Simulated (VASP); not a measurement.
All values below come from PBE GGA, VASP's PBE PAW potentials (set 64) (plane waves; VASP).

The input files of a VASP run:

File POSCAR:
```
Cu
1
    2.3617100000     0.0000000000     0.0000000000
    0.0000000000     2.3617100000     0.0000000000
    0.0000000000     0.0000000000     2.3617100000
Cu
1
Direct
  0.0000000000   0.0000000000   0.0000000000
```

### INCAR
```
SYSTEM  =  Cu
PREC  =  Accurate; ENCUT  =  400; LREAL  =  .False.
LASPH  =  .True.; NBANDS  =  6
EDIFF  =  1E-6; NELM  =  100; ALGO  =  Normal
LMAXMIX  =  4
ISMEAR  =  1; SIGMA  =  0.1
GGA  =  PE
ISIF  =  2
LWAVE  =  .False.; LCHARG  =  .False.
```

**KPOINTS**
```
Automatic mesh
0
Gamma
14 14 14
0 0 0
```

POTCAR, in this order: Cu (PBE.64 set). Program: vasp_std.

Task: Predict the energy per atom (σ→0), pressure, band gap (on the k-mesh).

Result: 
```json
{
  "energy per atom (σ→0)": "-3.250 eV/atom",
  "band gap (on the k-mesh)": "none (metal, semimetal or under 0.01 eV)",
  "pressure": "6.46 GPa"
}
```

**OSZICAR**
```
...
DAV:   5    -0.399107743484E+01   -0.14556E-02   -0.14556E-02  1488   0.682E-01    0.719E+00
DAV:   6    -0.363473806100E+01    0.35634E+00   -0.16115E+01  1680   0.134E+02    0.394E+00
DAV:   7    -0.325841481121E+01    0.37632E+00   -0.26562E+00  1638   0.545E+01    0.356E-01
DAV:   8    -0.325332326897E+01    0.50915E-02   -0.30806E-02  1836   0.548E+00    0.468E-01
DAV:   9    -0.324962466282E+01    0.36986E-02   -0.28534E-02  1734   0.522E+00    0.336E-02
DAV:  10    -0.324962170936E+01    0.29535E-05   -0.16780E-04  1884   0.387E-01    0.473E-03
DAV:  11    -0.324962223230E+01   -0.52294E-06   -0.24772E-06  1014   0.427E-02
   1 F= -.32496222E+01 E0= -.32495757E+01  d E =-.139638E-03
```

The structure was generated: Cu was put into the simple-cubic type (Pm-3m), which need not be its known phase. The cell was not relaxed at this level. The run is one of a series of settings (NBANDS = 6 against the base run), some of them coarse on purpose. VASP warned that the highest band is occupied, so more bands are needed.
